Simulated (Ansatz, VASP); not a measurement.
## CaO (Lime): VASP beside Ansatz

Wanted: the spread between two codes on one cell, functional and k mesh. The cell is taken from a series of runs on this material, whose earlier steps may have relaxed, scaled, displaced or heated it; both programs get it as it stands.

Program: Ansatz 0.2.0. Level of theory: plane waves, with VASP 6.6.1 beside it; zone-centre phonons at PBE. Results are calculated unless marked as measured.

### 1. The starting structure

The structure is cubic, space group Fm-3m (No. 225). Conventional cell: a = 4.732 Å, b = 4.732 Å, c = 4.732 Å, α = 90.00°, β = 90.00°, γ = 90.00°. Nearest to O lie 6 Ca at 2.37 Å. Ca has 6 O at 2.37 Å nearest. Farther neighbours and most contacts between anions are not listed.

### 2. Ansatz: zone-centre phonons, PBE, pair 1

Ansatz runs on its PAW soft_1 files.

Second derivatives magnify differences that forces hide, and they need a tight electronic threshold.

input.yaml

```yaml
crystal:
  lattice:
    - [0.0, 2.3660947585, 2.3660947585]
    - [2.3660947585, 0.0, 2.3660947585]
    - [2.3660947585, 2.3660947585, 0.0]
  atoms:
    - { symbol: O, position: [0.5, 0.5, 0.5] }
    - { symbol: Ca, position: [0.0, 0.0, 0.0] }
kpoints:
  mp_grid: { grid: [8, 8, 8] }
hamiltonian:
  xc: pbe
  pseudopotentials: { kind: paw, azcp: { folder: soft_1 } }
scf:
  occupations: { method: fixed }
output:
  eigenvalues: true
phonons:
  method: dfpt
  dielectric: true
  rigid_motions: translations
```

The run is started by

```bash
$ ansatz run input.yaml --threads 4 --pin off --max-ram 10240MiB --backend cpu --events-out ev --progress --plain --runs-dir out
```

Numbers of over 12 decimals in the logs are rounded to 6 here.

Log:

```text
Engine: ansatz 0.2.0, aarch64-unknown-linux-gnu
Pseudopotentials: kind: paw
Pseudopotential: O, paw, valence charge 6, recommended cutoff 420 eV (normal), soft_1/O.paw.azcp
Pseudopotential: Ca, paw, valence charge 10, recommended cutoff 420 eV (normal), soft_1/Ca.paw.azcp
Functional definition: PBE
  parameter kappa = 0.804
  parameter beta = 0.066725
  exchange = pbe_x(kappa = kappa, mu = beta*pi^2/3)
  correlation = pbe_c(beta = beta)
Crystal: 2 atoms, lattice volume = 26.493 Å³
Basis set: ecut = 420 eV, 531 PW (Γ), exchange–correlation on 48×48×48 points (8 copies of the dense FFT grid, shifted against one another)
Bands: 12, of which v1, the nominal top of the filled ones, is band 8 counted from 1 (7 counted from 0)
Symmetry: 48 space group operations
k-points: 59 of 512 (irreducible under 8 space group operations, time reversal used)
Non-local potential: O, projectors of the file, l = 0: 2, l = 1: 2, l = 2: 1
Non-local potential: Ca, projectors of the file, l = 0: 3, l = 1: 2, l = 2: 2
PAW form: soft (Blöchl's): semilocal exchange-correlation on the pseudo side does not see the compensation charge
PAW one-centre angular grid: O, 110 points (default); XC on 64 Gauss nodes
PAW one-centre angular grid: Ca, 110 points (default); XC on 64 Gauss nodes
Initial density: superposition of atomic densities (chi_scale 0.1, normalization cell, long waves kept (reshape's long-wave potential 0.00 eV rms))
Initial wavefunctions: pseudopotential atomic-orbital guess
Functional: x = pbe(κ = 0.804, μ = 0.219515), c = pbe(β = 0.066725)
SCF iter   1: F=—  HF=-2388.241877 eV  |F-HF|=—  |Δ(HF+E_count)|=         —  Δρ=9.93e-2  dr2=2.39e0  ethr=3.10e-3  ⟨swp⟩=4.1  Hψ=4155  notcnv=0  defer=5
preconditioner: auto → none  [insulator: Δε(μ)=2.055 eV  Ē_g=17.812 eV  n_scr=8 (ndim 8)  ℏωp=27.0 eV  f_vac=0.000  ε∞_Penn≈3.3]
SCF iter   2: F=—  HF=-2388.042119 eV  |F-HF|=—  |Δ(HF+E_count)|=   2.00e-1  Δρ=8.36e-2  dr2=1.75e0  ethr=3.10e-3  ⟨swp⟩=2.9  Hψ=1966  notcnv=0  defer=99
SCF iter   3: F=—  HF=-2387.661130 eV  |F-HF|=—  |Δ(HF+E_count)|=   3.81e-1  Δρ=1.69e-2  dr2=6.05e-2  ethr=3.10e-3  ⟨swp⟩=2.8  Hψ=1218  notcnv=0  defer=34
SCF iter   4: F=—  HF=-2387.687236 eV  |F-HF|=—  |Δ(HF+E_count)|=   2.61e-2  Δρ=5.04e-3  dr2=3.98e-3  ethr=3.78e-4  ⟨swp⟩=2.9  Hψ=1474  notcnv=0  defer=107
SCF iter   5: F=—  HF=-2387.691377 eV  |F-HF|=—  |Δ(HF+E_count)|=   4.14e-3  Δρ=6.46e-4  dr2=1.10e-4  ethr=2.49e-5  ⟨swp⟩=2.4  Hψ=1049  notcnv=0  defer=114
SCF iter   6: F=—  HF=-2387.691372 eV  |F-HF|=—  |Δ(HF+E_count)|=   4.38e-6  Δρ=9.74e-5  dr2=9.46e-7  ethr=6.87e-7  ⟨swp⟩=2.9  Hψ=1227  notcnv=0  defer=113
SCF iter   7: F=—  HF=-2387.691374 eV  |F-HF|=—  |Δ(HF+E_count)|=   1.06e-6  Δρ=9.85e-6  dr2=1.95e-8  ethr=5.91e-9  ⟨swp⟩=2.1  Hψ=1102  notcnv=0  defer=5
SCF iter   8: F=—  HF=-2387.691374 eV  |F-HF|=—  |Δ(HF+E_count)|=   4.17e-9  Δρ=1.25e-6  dr2=2.74e-10  ethr=1.22e-10  ⟨swp⟩=2.0  Hψ=885  notcnv=0  defer=5
SCF iter   9: F=-2387.691374 eV  HF=-2387.691374 eV  |F-HF|=2.27e-12  |Δ(HF+E_count)|=  2.21e-10  Δρ=1.06e-7  dr2=3.77e-12  ethr=1.00e-12  ⟨swp⟩=7.1  Hψ=4330  notcnv=0
SCF 1 converged in 9 iterations: F = -2387.691374 eV  dr2 = 3.77e-12
  greatest PAW one-centre occupation: 0.995 electrons in one spin orbital (limit 2), on the Ca atom at site 1 (counted from 0), in its partial waves of l = 0
DFPT response loops at Γ: preconditioner auto → none (the input reference at scf.mixing.eps_inf says where Resta's filter doesn't serve); β = 0.50; Broyden in place of MSR1
SCF converged after 9 iterations
Free energy (F): -2387.691374 eV
Harris-Foulkes:  -2387.691374 eV  (|F-HF|=2.27e-12)
Internal energy: -2387.691374 eV  (E = F + TS)
E sigma→0 (E₀):  -2387.691374 eV
Fermi energy:    8.231027 eV
--- Per-component energies (eV) ---
  E_band       = -91.198535
  E_kinetic    = 427.220080
  E_local      = -867.491806  (includes V_loc(G=0)·N_el)
  E_nonlocal   = 142.687803
  E_hartree    = 287.746395
  E_xc         = -202.230295
  E_vxc        = -253.791071  (∫ρ·V_xc dr)
  E_paw        = -1027.975333  (= ΣΔE_a)
  E_vpaw       = -115.317081  (= ΣTr[D̂ρ^β])
  E_aug_tail   = 0.000757  (compensation charges beyond the density's cutoff)
  E_ewald      = -1147.648974
  E_smearing   = -0.000000  (= −TS)
  E_closure    = 0.000000  (closes the sum)
  Σ components = -2387.691374   (vs F -2387.691374, Δ=0.00e0)
--- Band table (eV; the first three rows and the last of 59) ---
  k-point 0: bands = [... 4 lower, -7.3740, 8.2310, 8.2310, 8.2310, 13.3540, 14.5816, 14.5816, 14.5816]
  k-point 1: bands = [... 4 lower, -7.1008, 7.6855, 8.0038, 8.0038, 14.0418, 14.5467, 14.8599, 14.8599]
  k-point 2: bands = [... 4 lower, -6.5754, 6.6498, 7.5200, 7.5200, 14.6363, 15.5198, 15.5919, 15.5919]
  k-point 58: bands = [... 4 lower, -6.6621, 6.8776, 7.1766, 7.1766, 14.6959, 14.6959, 16.9496, 18.0890]
--- Phonons (Γ-DFPT): 2 representative perturbations + reference, on 59 of 512 k-points (Σ response iterations 7) ---
  k mesh reduced under 8 symmetry operations, with k and −k counted as one. Each operation leaves every solved perturbation unchanged. A smaller set is not considered because the run solves the response to a homogeneous field
  ASR residual: 4.182e-5 → 0.000e0 eV/Å²; symmetrization residual: 3.466e-7 eV/Å²
  ASR residual per site (eV/Å²): 2.02e-5 4.18e-5
  Γ frequencies (cm⁻¹): 0.00 0.00 0.00 299.10 299.10 299.10
  ε∞ (high-frequency dielectric tensor):
        3.812055     0.000000    -0.000000
        0.000000     3.812055    -0.000000
        0.000000     0.000000     3.812055
  ε⁰ (static dielectric tensor: ions relaxed, cell fixed):
       14.031267     0.000000    -0.000000
        0.000000    14.031267     0.000000
       -0.000000     0.000000    14.031267
  ε⁰ − ε∞ (ionic part):
       10.219211     0.000000    -0.000000
        0.000000    10.219211     0.000000
       -0.000000     0.000000    10.219211
  softest optical mode at Γ: 299.10 cm⁻¹; the repairs (sum rule, projections) moved no ω² at Γ by more than (0.62 cm⁻¹)²
  Born effective charges Z* (e; rows j = field, columns β = displacement):
    site 0:
        -2.37234   -0.00000    0.00000
        -0.00000   -2.37234   -0.00000
         0.00000    0.00000   -2.37234
    site 1:
         2.37234    0.00000   -0.00000
         0.00000    2.37234    0.00000
         0.00000   -0.00000    2.37234
  Z* charge neutrality: 6.765e-7 e pre-enforcement
  k-mesh period / interband length: 26.8 Å / 1.32 Å = 20.24 at k = (0.0000, 0.0000, 0.0000), direct gap 5.123 eV — 14 or more, which is no proof of convergence
  optical modes at Γ without the LO–TO term, one row a degenerate level:
      ω (cm⁻¹)  modes    IR ((D/Å)²/amu)
        299.10      3            34.0663
  optical modes at Γ + LO–TO along q̂ = [1.0000, 0.0000, 0.0000]:
      ω (cm⁻¹)  modes    IR ((D/Å)²/amu)
        299.10      2            22.7109
        573.82      1            11.3554
  optical modes at Γ + LO–TO along q̂ = [0.0000, 1.0000, 0.0000]:
      ω (cm⁻¹)  modes    IR ((D/Å)²/amu)
        299.10      2            22.7109
        573.82      1            11.3554
  optical modes at Γ + LO–TO along q̂ = [0.0000, 0.0000, 1.0000]:
      ω (cm⁻¹)  modes    IR ((D/Å)²/amu)
        299.10      2            22.7109
        573.82      1            11.3554
```

(Continued in part 2 of 3.)

[Lines on the potential files, build, host, timing and source positions are cut from VASP's logs without a mark.]

[Logs are printed without paths, hosts, clocks, repeated set-up lines and the standing remarks that a program may print on its own settings, such as how far it seeks lower states.]

[Hosts, paths, dates, database ids (printed as entryN), source tags and the programs' standing remarks are cut or masked in the printed files.]
